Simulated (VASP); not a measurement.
Wanted: the native input for a VASP 6.6.1 run.

- Task: relaxation of cell and atoms
- Functional: PBE
- Potentials or basis: VASP PAW PBE potentials, release 64 (Mg, Cd, S)
- Cutoff: 520 eV
- k mesh: 5 × 5 × 5
- Occupations: gaussian, width 0.15 eV
- Spin: no spin polarisation
- Further INCAR settings: PREC = Normal; ALGO = Fast; EDIFF = 0.0001; IBRION = 2; EDIFFG = -0.08; NSW = 24; ISIF = 3

The structure of Mg2CdS3 lies in POSCAR:

```
Mg2CdS3
1.0
   -1.9000000000      2.6850000000      5.7000000000
    1.9000000000     -2.6850000000      5.7000000000
    1.9000000000      2.6850000000     -5.7000000000
Mg Cd S
2 1 3
Direct
    0.6666670000      0.6666670000      0.0000000000
    0.3333330000      0.3333330000      0.0000000000
    0.0000000000      0.0000000000      0.0000000000
    0.1666670000      0.6666670000      0.5000000000
    0.8333330000      0.3333330000      0.5000000000
    0.5000000000      0.0000000000      0.5000000000
```

The cell was built by a generator and needn't be a form met in nature.

These files were run (other wordings do the same):

INCAR

```
SYSTEM = Mg2CdS3
PREC = Normal ; ENCUT = 520
EDIFF = 1E-4 ; ISMEAR = 0
SIGMA = 0.15 ; LREAL = .False.
LASPH = .True. ; NELM = 60
ALGO = Fast ; ISIF = 3
LWAVE = .False. ; LCHARG = .False.
GGA = PE ; IBRION = 2
NSW = 24 ; EDIFFG = -0.08
```

KPOINTS

```
regular mesh
0
Gamma
  5 5 5
  0 0 0
```

Potentials or basis: VASP PAW PBE potentials, release 64 (Mg, Cd, S).

Command:

```bash
$ cat potpaw_PBE.64/Mg/POTCAR potpaw_PBE.64/Cd/POTCAR potpaw_PBE.64/S/POTCAR > POTCAR
$ mpirun -np 1 vasp_std > vasp.out
```

It gave:

```json
{
  "Relaxed volume": "18.90 Å³/atom",
  "Relaxed cell": "a = 6.524 Å, b = 6.524 Å, c = 6.524 Å, α = 146.38°, β = 131.88°, γ = 59.98°",
  "Space group after relaxing (to 0.05 Å)": "Immm (No. 71)",
  "Energy gained by relaxing": "12.2 meV/atom",
  "Ionic steps": "6",
  "Pressure after relaxing": "0.2 GPa",
  "Largest force after relaxing": "0.022 eV/Å",
  "Band gap on the k mesh": "1.78 eV, direct"
}
```

Caveat: an odd mesh through Γ misses points on the zone boundary, where band edges often lie.

It took 3.2 min on 1 thread of Intel(R) Xeon(R) Platinum 8488C (Sapphire Rapids), on a shared host, peak memory 0.29 GiB.
